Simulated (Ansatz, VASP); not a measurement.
# Two plane-wave programs on Sb2Au

INCAR

```
PREC = Accurate
ENCUT = 520
EDIFF = 1E-6
ISMEAR = -1
SIGMA = 0.1
LREAL = F
LASPH = T
NELM = 100
ALGO = Normal
ISIF = 2
LWAVE = F
LCHARG = T
LELF = T
LVHAR = T
NBANDS = 18
```

Contents of KPOINTS:

```
Automatic mesh
0
Gamma
  6 6 6
```

POSCAR

```
Sb2Au
1.0
    0.0000000000      3.3555053796      3.3555053796
    3.3555053796      0.0000000000      3.3555053796
    3.3555053796      3.3555053796      0.0000000000
Sb Au
2 1
Direct
    0.2500000000      0.2500000000      0.2500000000
    0.7500000000      0.7500000000      0.7500000000
    0.0000000000      0.0000000000      0.0000000000
```

Input for Ansatz:

```yaml
crystal:
  lattice:
    - [0.0, 3.3555053795629255, 3.3555053795629255]
    - [3.3555053795629255, 0.0, 3.3555053795629255]
    - [3.3555053795629255, 3.3555053795629255, 0.0]
  atoms:
    - { symbol: Sb, position: [0.25, 0.25, 0.25] }
    - { symbol: Sb, position: [0.75, 0.75, 0.75] }
    - { symbol: Au, position: [0.0, 0.0, 0.0] }
basis:
  ecutwfc: 500.0
kpoints:
  mp_grid:
    grid: [6, 6, 6]
hamiltonian:
  xc: lda
scf:
  occupations:
    method: fermi_dirac
    width: 0.1
output:
  stress: true
```

Alike in both runs: task single point; functional LDA; k mesh 6 × 6 × 6; occupations fermi-dirac, width 0.1 eV; no spin polarisation.

|  | VASP | Ansatz |
| --- | --- | --- |
| version | VASP 6.6.1 | Ansatz 0.2.0 |
| potentials or method | VASP PAW LDA potentials, release 64 (Sb, Au) | plane waves, PAW |
| plane-wave cutoff (eV) | 520 | 500 |
| valence electrons in the cell | 21 | 49 |

Ansatz gave:

| Quantity | Value |
| --- | --- |
| pressure (GPa) | 0.6 |

What did VASP give for the same quantities?

Pressure (GPa): 0.8.

The two sets of potentials don't hold the same shells in valence.

The runs have no spin-orbit coupling, so splittings on Au, Sb are missing.
